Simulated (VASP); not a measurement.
Input for VASP

**INCAR**
```
SIGMA  =  0.05   ! width (eV)
LREAL  =  F   ! projection in real space or not
SYSTEM  =  InP
LASPH  =  T
ALGO  =  Normal
ISIF  =  2   ! forces and stress, cell fixed
EDIFF  =  1E-6
ISMEAR  =  0   ! Gaussian
GGA  =  PE   ! PBE
LMAXMIX  =  4   ! l cut-off of mixed one-centre charges
LWAVE  =  F
PREC  =  Accurate
IVDW  =  11   ! D3, zero damping
ENCUT  =  400   ! plane-wave cut-off (eV)
LCHARG  =  F
NELM  =  100
```

### POSCAR
```
InP
2.9350
  0.0000000000   1.0000000000   1.0000000000
  1.0000000000   0.0000000000   1.0000000000
  1.0000000000   1.0000000000   0.0000000000
In P
1 1
direct
  0.0000000000   0.0000000000   0.0000000000
  0.2500000000   0.2500000000   0.2500000000
```

### KPOINTS
```
Automatic mesh
0
Gamma
7 7 7
0 0 0
```

POTCAR, in this order: In_d P (PBE.64 set). Program: vasp_std.

### Question
Write an equivalent input for Quantum ESPRESSO's pw.x.

### Answer
One equivalent input (not run):
```
&CONTROL
  calculation = 'scf'
  pseudo_dir = './pseudo'
  outdir = './out'
  tprnfor = .true.
  tstress = .true.
/
&SYSTEM
  ibrav = 0
  nat = 2
  ntyp = 2
  ecutwfc = 70
  occupations = 'smearing'
  smearing = 'gaussian'
  degauss = 0.003675
  input_dft = 'pbe'
  vdw_corr = 'grimme-d3'
  dftd3_version = 3
  dftd3_threebody = .false.
/
&ELECTRONS
  conv_thr = 7.3e-08
  electron_maxstep = 100
/
ATOMIC_SPECIES
  In 114.818 In.upf
  P 30.974 P.upf
CELL_PARAMETERS angstrom
     0.0000000    2.9350000    2.9350000
     2.9350000    0.0000000    2.9350000
     2.9350000    2.9350000    0.0000000
ATOMIC_POSITIONS crystal
  In   0.0000000  0.0000000  0.0000000
  P    0.2500000  0.2500000  0.2500000
K_POINTS automatic
  7 7 7 0 0 0
```
What does not carry over: the potentials are each code's own (VASP's PAW set, PseudoDojo norm-conserving files in pw.x), so ENCUT and ecutwfc are chosen apart and not converted; conv_thr bounds pw.x's estimated SCF error, while EDIFF bounds the energy change between steps.

The compound is InP in the zinc blende structure. The cell was not relaxed at this level. The run is one of a series of settings (IVDW = 11 against the base run), some of them coarse on purpose.
